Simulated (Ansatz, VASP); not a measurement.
# Cross-check of TaN between VASP and Ansatz, part 2 of 2

One calculation is typed for both programs; each brings its own data sets. How far apart do they land? The cell is taken from a series of runs on this material, whose earlier steps may have relaxed, scaled, displaced or heated it; both programs get it as it stands.

VASP 6.6.1 and Ansatz 0.2.0.

So far: Set-up; VASP: relaxation of cell and atoms, PBEsol, pair 1.

**3. Ansatz: relaxation of cell and atoms, PBEsol, pair 1**

Level of this step: Ansatz beside VASP: Kohn-Sham DFT, plane waves, PBEsol (Ansatz).

Ansatz runs on its PAW soft_1 files.

The same cell, functional, mesh and smearing now go to Ansatz, which takes its cutoff from its data sets.

Contents of input.yaml:

```yaml
crystal:
  lattice:
    - [5.2043245937, 0.0, 0.0]
    - [-2.6021622968, 4.5070773077, 0.0]
    - [0.0, 0.0, 2.9027753317]
  atoms:
    - { symbol: "N", position: [0.5, 0.0, 0.0] }
    - { symbol: "N", position: [0.5, 0.5, 0.0] }
    - { symbol: "N", position: [0.0, 0.5, 0.0] }
    - { symbol: Ta, position: [0.0, 0.0, 0.0] }
    - { symbol: Ta, position: [0.3333333333, 0.6666666667, 0.5] }
    - { symbol: Ta, position: [0.6666666667, 0.3333333333, 0.5] }
kpoints:
  mp_grid: { grid: [9, 9, 12] }
hamiltonian:
  xc: pbesol
  pseudopotentials: { kind: paw, azcp: { folder: soft_1 }, xc_functional: pbe }
scf:
  occupations: { method: methfessel_paxton, width: 0.2 }
output:
  forces: true
  stress: true
  eigenvalues: true
relax:
  adjacent_minimum: "off"
  f_tol: 0.001
  max_steps: 60
  cell: { stress_tol: 0.01 }
```

Command:

```bash
$ ansatz run input.yaml --threads 8 --pin off --max-ram 16384MiB --backend cpu --events-out ev --progress --plain --runs-dir out
```

Numbers of over 12 decimals in the logs are rounded to 6 here.

What it wrote:

```text
Engine: ansatz 0.2.0, aarch64-unknown-linux-gnu
Pseudopotentials: kind: paw
Pseudopotential: N, paw, valence charge 5, recommended cutoff 420 eV (normal), soft_1/N.paw.azcp
Pseudopotential: Ta, paw, valence charge 13, recommended cutoff 420 eV (normal), soft_1/Ta.paw.azcp
Functional definition: PBEsol
  exchange = pbesol_x
  correlation = pbesol_c
Crystal: 6 atoms, lattice volume = 68.088 Å³
Basis set: ecut = 420 eV, 1287 PW (Γ), exchange–correlation on 72×72×40 points (8 copies of the dense FFT grid, shifted against one another)
Bands: 33, of which v1, the nominal top of the filled ones, is band 27 counted from 1 (26 counted from 0)
Symmetry: 24 space group operations
Space group: P6/mmm (ITA 191), of the structure as read, at distance tolerance 4.1e-5 Å
k-points: 84 of 972
Non-local potential: N, projectors of the file, l = 0: 2, l = 1: 2, l = 2: 1
Non-local potential: Ta, projectors of the file, l = 0: 3, l = 1: 2, l = 2: 2, l = 3: 1
PAW form: soft (Blöchl's): semilocal exchange-correlation on the pseudo side does not see the compensation charge
PAW frozen core: N, regenerated for the run's functional, and the local potential with it (the file was generated under x = pbe(κ = 0.804, μ = 0.219515), c = pbe(β = 0.066725))
PAW frozen core: Ta, regenerated for the run's functional, and the local potential with it (the file was generated under x = pbe(κ = 0.804, μ = 0.219515), c = pbe(β = 0.066725))
PAW one-centre angular grid: N, 110 points (default); XC on 64 Gauss nodes
PAW one-centre angular grid: Ta, 590 points (default); XC on 64 Gauss nodes
Initial density: superposition of atomic densities (chi_scale 0.1, normalization cell, long waves kept (reshape's long-wave potential 0.02 eV rms))
Initial wavefunctions: pseudopotential atomic-orbital guess
Functional: x = pbesol(κ = 0.804, μ = 0.123457), c = pbesol(β = 0.046)
SCF iter   1: F=—  HF=-30564.061593 eV  |F-HF|=—  |Δ(HF+E_count)|=         —  Δρ=7.21e-2  dr2=4.25e0  ethr=3.10e-3  ⟨swp⟩=4.6  Hψ=10829  notcnv=0
preconditioner: auto → Kerker (q_TF=auto, 2.625 Å⁻¹)  [metal: Δε(μ)=0.034 eV  Ē_g=9.573 eV  σ=0.200 eV  W_gap=0.14  n_scr=26 (ndim 8)  ℏωp=24.6 eV  f_vac=0.000  D(μ)=0.93/eV (n_scr^D=6)]
SCF iter   2: F=—  HF=-30563.236042 eV  |F-HF|=—  |Δ(HF+E_count)|=   8.26e-1  S|Δr|=    0.00e0  Δρ=3.56e-2  dr2=8.40e-1  ethr=3.10e-3  ⟨swp⟩=2.0  Hψ=4895  notcnv=0  defer=89
SCF iter   3: F=—  HF=-30563.061290 eV  |F-HF|=—  |Δ(HF+E_count)|=   1.75e-1  S|Δr|=    0.00e0  Δρ=1.18e-2  dr2=9.33e-2  ethr=1.56e-3  ⟨swp⟩=2.0  Hψ=3189  notcnv=0  defer=89
SCF iter   4: F=—  HF=-30563.035178 eV  |F-HF|=—  |Δ(HF+E_count)|=   2.61e-2  S|Δr|=    0.00e0  Δρ=2.71e-3  dr2=7.99e-3  ethr=1.73e-4  ⟨swp⟩=2.0  Hψ=4040  notcnv=0  defer=69
SCF iter   5: F=—  HF=-30563.033168 eV  |F-HF|=—  |Δ(HF+E_count)|=   2.01e-3  S|Δr|=    0.00e0  Δρ=9.80e-4  dr2=5.42e-4  ethr=1.48e-5  ⟨swp⟩=2.0  Hψ=3062  notcnv=0  defer=69
SCF iter   6: F=—  HF=-30563.033008 eV  |F-HF|=—  |Δ(HF+E_count)|=   1.60e-4  S|Δr|=    0.00e0  Δρ=1.53e-4  dr2=2.10e-5  ethr=1.00e-6  ⟨swp⟩=2.2  Hψ=3865  notcnv=0  defer=69
SCF iter   7: F=—  HF=-30563.033011 eV  |F-HF|=—  |Δ(HF+E_count)|=   3.14e-6  S|Δr|=    0.00e0  Δρ=3.81e-5  dr2=9.26e-7  ethr=3.89e-8  ⟨swp⟩=2.0  Hψ=3940  notcnv=0  defer=69
SCF iter   8: F=-30563.033011 eV  HF=-30563.033011 eV  |F-HF|=9.07e-9  |Δ(HF+E_count)|=   1.91e-7  S|Δr|=    0.00e0  Δρ=4.97e-6  dr2=1.78e-8  ethr=1.85e-10  ⟨swp⟩=9.5  Hψ=12238  notcnv=0
SCF 1 converged in 8 iterations: F = -30563.033011 eV  dr2 = 1.78e-8
  greatest PAW one-centre occupation: 0.999 electrons in one spin orbital (limit 2), on the Ta atom at site 5 (counted from 0), in its partial waves of l = 0
relax step   1: F+E_penalty+E_count = -30563.03301108 eV  Δ(F+E_penalty+E_count) = +0.000e0 eV  max|allowed force component| = 4.626e-17 eV/Å  Δτ_max = 0.0000 Å  P = +0.011 GPa  Ω = 68.088 Å³  (8 SCF iters, dr2 threshold 1.00e-7 eV, accepted)
[...]
relax step   2: F+E_penalty+E_count = -30563.03300344 eV  Δ(F+E_penalty+E_count) = +7.636e-6 eV  max|allowed force component| = 7.401e-17 eV/Å  Δτ_max = 0.0000 Å  P = -0.006 GPa  Ω = 68.093 Å³  energy of the carried Pulay correction = -7.685e-6 eV  (4 SCF iters, dr2 threshold 4.48e-10 eV, accepted)
[...]
relax step   3: F+E_penalty+E_count = -30563.03302514 eV  Δ(F+E_penalty+E_count) = -2.170e-5 eV  max|allowed force component| = 6.476e-17 eV/Å  Δτ_max = 0.0000 Å  P = -0.005 GPa  Ω = 68.093 Å³  stress off target by 9.14e-3 GPa  SCF on the basis re-selected at this cell (its energy is not comparable with the rows above)  (4 SCF iters)
basis re-selected at this cell: Δ(F+E_penalty+E_count) = -2.170e-5 eV, ΔP = +0.000 GPa vs the last step (what re-selecting the basis moved, of the pressure what is left beyond the Pulay correction that the steps carried, after the strain that the cell walked since its last selection, with what the two solves' SCF thresholds leave and, on support functions, any second-order correction that the steps lacked; it is no m [...]
SCF converged after 4 iterations
Stability not checked: this state was not tested for a lower state beside it, because cold or Methfessel-Paxton smearing, or corrected tetrahedra, fill the levels in a way that the test cannot read (fill_not_monotonic; see scf.lower_state_search)
Free energy (F): -30563.033025 eV
Harris-Foulkes:  -30563.033025 eV  (|F-HF|=1.09e-11)
Internal energy: -30563.037071 eV  (E = F + TS)
E sigma→0 (E₀):  -30563.034037 eV
Entropy (-TS):   0.004046 eV (0.674 meV/atom)
Fermi energy:    19.322119 eV
--- Per-component energies (eV) ---
  E_band       = -231.497300
  E_kinetic    = 1567.804764
  E_local      = -2039.899808  (includes V_loc(G=0)·N_el)
  E_nonlocal   = 80.761187
  E_hartree    = 731.843537
  E_xc         = -1134.838926
  E_vxc        = -927.729110  (∫ρ·V_xc dr)
  E_paw        = -24914.130624  (= ΣΔE_a)
  E_vpaw       = -376.124441  (= ΣTr[D̂ρ^β])
  E_aug_tail   = 0.003011  (compensation charges beyond the density's cutoff)
  E_ewald      = -4855.305647
  E_core_change = 0.725435  (= ΣΔE_core)
  E_smearing   = 0.004046  (= −TS)
  E_closure    = 0.000000  (closes the sum)
  Σ components = -30563.033025   (vs F -30563.033025, Δ=0.00e0)
--- Forces (eV/Å), atoms counted from 1 ---
  atom   1  N      0.00000000     0.00000000    -0.00000000
  atom   2  N     -0.00000000     0.00000000     0.00000000
  atom   3  N      0.00000000     0.00000000     0.00000000
  atom   4  Ta     0.00000000     0.00000000     0.00000000
  atom   5  Ta     0.00000000    -0.00000000    -0.00000000
  atom   6  Ta    -0.00000000     0.00000000     0.00000000
  max |Σ_I F_I| component: 7.49e-30 eV/Å
--- Stress (GPa, compression-positive) ---
       -0.009141      -0.000000      -0.000000
       -0.000000      -0.009141      -0.000000
       -0.000000      -0.000000       0.001974
  P = ⅓ Tr σ = -0.0054 GPa (-0.054 kbar)
--- Band table (eV; the first three rows and the last of 84) ---
  k-point 0: bands = [... 23 lower, 16.2324, 16.7538, 17.1636, 18.0050, 18.0050, 20.1248, 20.1248, 20.4206, ... 2 higher]
  k-point 1: bands = [... 23 lower, 16.0607, 16.7900, 17.4772, 18.1650, 18.1650, 20.2322, 20.2322, 20.5001, ... 2 higher]
  k-point 2: bands = [... 23 lower, 16.3284, 16.8909, 18.3120, 18.5704, 18.5704, 19.5874, 19.5874, 20.7255, ... 2 higher]
  k-point 83: bands = [... 23 lower, 15.5969, 16.8220, 16.8220, 17.4830, 21.8646, 21.8646, 21.9445, 21.9445, ... 2 higher]
--- Relaxed structure (2 steps of the walk, 2 accepted, 1 SCFs on fresh bases) ---
  F+E_penalty+E_count = -30563.03302514 eV   max|allowed force component| = 6.476e-17 eV/Å   (the final SCF, on the basis selected at the relaxed cell)
  cell:  # Å, volume = 68.0929 Å³
    - [5.204544, -2.8868590343707487e-11, 0.0]
    - [-2.602272, 4.507267, 0.0]
    - [0.0, 0.0, 2.902722]
  atoms:
    - { symbol: N, position: [0.5, 0, 0.0] }
    - { symbol: N, position: [0.5, 0.5, 0.0] }
    - { symbol: N, position: [0.0, 0.500000, 0.0] }
    - { symbol: Ta, position: [0, 0, 0.0] }
    - { symbol: Ta, position: [0.333333, 0.666667, 0.5] }
    - { symbol: Ta, position: [0.666667, 0.333333, 0.5] }
```

Reading the cycles: dr2 is the Hartree energy of the density residual (eV), the measure of convergence; HF is the Harris–Foulkes estimate of the energy, which meets the free energy F at convergence.

**4. Differences**

Known differences besides the potentials themselves: the data sets hold 54 valence electrons in Ansatz (on its PAW soft_1 files) and 48 in VASP; the cutoff is 420 eV in Ansatz and 600 eV in VASP; Ansatz makes its cores anew for this functional, VASP keeps those of its PBE data sets; Ansatz adds a Pulay correction to the stress that steers its cell, VASP none. Total energies have different zeros and are not compared.

Both answers:

```
                                         quantity  Ansatz   VASP  difference
                                      volume (Å³)   68.09  68.31     -0.32 %
edge a after relaxation, in the typed setting (Å)   5.205  5.210     -0.11 %
edge c after relaxation, in the typed setting (Å)   2.903  2.906     -0.10 %
```

**5. VASP: relaxation of cell and atoms, PBEsol, pair 2**

The relaxed volume is the usual yardstick between codes: in a stiff, nearly cubic crystal its relative difference is about their pressure difference at one cell divided by the bulk modulus.

Contents of INCAR:

```
SYSTEM = TaN
PREC = Accurate
ENCUT = 600
EDIFF = 1E-07
NELM = 120
ISMEAR = 0
SIGMA = 0.1
LREAL = .FALSE.
ALGO = Normal
GGA = PS
NBANDS = 30
LASPH = .TRUE.
LORBIT = 11
LWAVE = .FALSE.
LCHARG = .FALSE.
ISIF = 3
IBRION = 2
NSW = 80
EDIFFG = -0.005
GGA_COMPAT = .FALSE.
NELMIN = 4
KPAR = 2
```

Contents of POSCAR:

```
TaN
1.0
    5.1910000000      0.0000000000      0.0000000000
   -2.5955000000      4.4955380000      0.0000000000
    0.0000000000      0.0000000000      2.9080000000
N Ta
3 3
Direct
    0.5000000000      0.0000000000      0.0000000000
    0.5000000000      0.5000000000      0.0000000000
    0.0000000000      0.5000000000      0.0000000000
    0.0000000000      0.0000000000      0.0000000000
    0.3333332963      0.6666665925      0.5000000000
    0.6666667037      0.3333334075      0.5000000000
```

Contents of KPOINTS:

```
Automatic mesh
0
Gamma
9 9 12
0 0 0
```

Potentials, in the order of the species: N and Ta_pv (PBE family, release 64).

Command:

```bash
$ mpirun -np 2 vasp_std
```

What it wrote:

```text
[banner, memory and clock lines left out]
running    2 mpi-ranks, on    1 nodes
[...]
[... a notice as in an earlier step ...]

 LDA part: xc-table for (Slater+PW92), standard interpolation
 POSCAR, INCAR and KPOINTS ok, starting setup
[...]
entering main loop
       N       E                     dE             d eps       ncg     rms          rms(c)
DAV:   1     0.477063806230E+03    0.47706E+03   -0.28700E+04  5048   0.187E+03
DAV:   2    -0.437182055910E+02   -0.52078E+03   -0.50057E+03  5690   0.517E+02
DAV:   3    -0.779388857803E+02   -0.34221E+02   -0.33454E+02  6314   0.123E+02
DAV:   4    -0.787042865954E+02   -0.76540E+00   -0.75408E+00  6276   0.172E+01
[...]
DAV:  14    -0.687155608767E+02   -0.32379E-07   -0.21290E-06  6892   0.969E-03    0.225E-03
DAV:  15    -0.687155607462E+02    0.13045E-06   -0.28298E-07  5264   0.372E-03    0.262E-04
DAV:  16    -0.687155607538E+02   -0.75415E-08   -0.24385E-08  3924   0.108E-03
   1 F= -.68715561E+02 E0= -.68714633E+02  d E =-.687156E+02
[... from here on, the cycles between the ionic steps are left out ...]
   2 F= -.68709729E+02 E0= -.68708883E+02  d E =0.583191E-02
   3 F= -.68718124E+02 E0= -.68717228E+02  d E =-.256304E-02
   4 F= -.68718524E+02 E0= -.68717726E+02  d E =-.400508E-03
   5 F= -.68718657E+02 E0= -.68717828E+02  d E =-.532832E-03
[...]
reached required accuracy - stopping structural energy minimisation
```

From OUTCAR (step 5):

```text
  Total        0.0010311      0.0010311     -0.0042223      0.0000000      0.0000000      0.0000000
  in kB        0.0241865      0.0241865     -0.0990430      0.0000000      0.0000000      0.0000000
  external PRESSURE =      -0.0168900 kB  Pullay stress =       0.0000000 kB

 POSITION                                       TOTAL-FORCE (eV/Angst)
 -----------------------------------------------------------------------------------
      0.00000      4.51173      0.00000        -0.000000     -0.000000     -0.000000
      1.30242      2.25586      0.00000        -0.000000     -0.000000     -0.000000
     -1.30242      2.25586      0.00000        -0.000000     -0.000000     -0.000000
     -0.00000      0.00000      0.00000        -0.000000     -0.000000     -0.000000
      0.00000      3.00782      1.45294        -0.000000      0.000000      0.000000
      2.60485      1.50391      1.45294         0.000000     -0.000000     -0.000000
 -----------------------------------------------------------------------------------
    total drift:                               -0.000000      0.000000     -0.000000

  FREE ENERGIE OF THE ION-ELECTRON SYSTEM (eV)
  ---------------------------------------------------
  free  energy   TOTEN  =       -68.7186566270 eV

  energy  without entropy=      -68.7169985965  energy(sigma->0) =      -68.71782761

[... 2 parts as in an earlier step ...]

[... 2 further parts left out ...]
[key lines of the parts left out:]
E-fermi :   8.0084
```

**6. Ansatz: relaxation of cell and atoms, PBEsol, pair 2**

The same cell, functional, mesh and smearing now go to Ansatz, which takes its cutoff from its data sets.

The cell is taken from a series of runs on this material, whose earlier steps may have relaxed, scaled, displaced or heated it; both programs get it as it stands.

input.yaml, the sections that differ from step 3:

```yaml
crystal:
  lattice:
    - [5.191, 0.0, 0.0]
    - [-2.5955, 4.495537871, 0.0]
    - [0.0, 0.0, 2.908]
  atoms:
    - { symbol: "N", position: [0.5, 0.0, 0.0] }
    - { symbol: "N", position: [0.5, 0.5, 0.0] }
    - { symbol: "N", position: [0.0, 0.5, 0.0] }
    - { symbol: Ta, position: [0.0, 0.0, 0.0] }
    - { symbol: Ta, position: [0.33333333, 0.66666667, 0.5] }
    - { symbol: Ta, position: [0.66666667, 0.33333333, 0.5] }
scf:
  occupations: { method: gaussian, width: 0.1 }
relax:
  adjacent_minimum: "off"
  f_tol: 0.005
  max_steps: 80
  cell: { stress_tol: 0.05 }
# kpoints, hamiltonian, output: as in step 3
```

Command:

```bash
$ ansatz run input.yaml --threads 8 --pin off --max-ram 16384MiB --backend cpu --events-out ev --progress --plain --runs-dir out
```

What it wrote:

```text
[...]
Crystal: 6 atoms, lattice volume = 67.862 Å³
Basis set: ecut = 420 eV, 1287 PW (Γ), exchange–correlation on 72×72×40 points (8 copies of the dense FFT grid, shifted against one another)
Bands: 33, of which v1, the nominal top of the filled ones, is band 27 counted from 1 (26 counted from 0)
Symmetry: 24 space group operations
[...]
k-points: 84 of 972
[...]
cell:  # Å, volume = 68.0883 Å³
    - [5.204325, 0.0, 0.0]
    - [-2.602162, 4.507077, 0.0]
    - [0.0, 0.0, 2.902775]
  atoms:
    - { symbol: N, position: [0.5, 0, 0.0] }
    - { symbol: N, position: [0.5, 0.5, 0.0] }
    - { symbol: N, position: [0.0, 0.5, 0.0] }
    - { symbol: Ta, position: [0, 0, 0.0] }
    - { symbol: Ta, position: [0.333333, 0.666667, 0.5] }
    - { symbol: Ta, position: [0.666667, 0.333333, 0.5] }
[key lines of the parts left out:]
SCF converged after 4 iterations
Free energy (F): -30563.035153 eV
Fermi energy:    19.318102 eV
P = ⅓ Tr σ = 0.0218 GPa (0.218 kbar)
```

**7. Differences**

What differs besides the data sets and the points named for the pairs above, as far as they apply: the data sets hold 54 valence electrons in Ansatz (on its PAW soft_1 files) and 48 in VASP. Total energies have different zeros and are not compared.

Both answers:

| quantity | Ansatz | VASP | difference |
| --- | --- | --- | --- |
| volume (Å³) | 68.09 | 68.30 | -0.31 % |
| edge a after relaxation, in the typed setting (Å) | 5.204 | 5.210 | -0.10 % |
| edge c after relaxation, in the typed setting (Å) | 2.903 | 2.906 | -0.11 % |

**8. Summary of results**

| Item | Value |
| --- | --- |
| difference in volume (relaxation of cell and atoms, PBEsol, pair 1) | -0.32 % |
| difference in volume (relaxation of cell and atoms, PBEsol, pair 2) | -0.31 % |

What this shows: The difference in volume is -0.32 % (relaxation of cell and atoms, PBEsol, pair 1), within the 1.2 % picked in this series as the mark of a large difference, as far as the stopping tolerances let one tell. The data sets hold unlike numbers of valence electrons (54 in Ansatz and 48 in VASP), so part of the differences comes from the potentials. 12 further runs of this series are not shown here. Such differences can come from data sets, numerical settings and the points named under the comparisons, not from the functional's error against experiment.

[Lines on the potential files, build, host, timing and source positions are cut from VASP's logs without a mark.]

[Logs are printed without paths, hosts, clocks, repeated set-up lines and the standing remarks that a program may print on its own settings, such as how far it seeks lower states.]

[Hosts, paths, dates, database ids (printed as entryN), source tags and the programs' standing remarks are cut or masked in the printed files.]
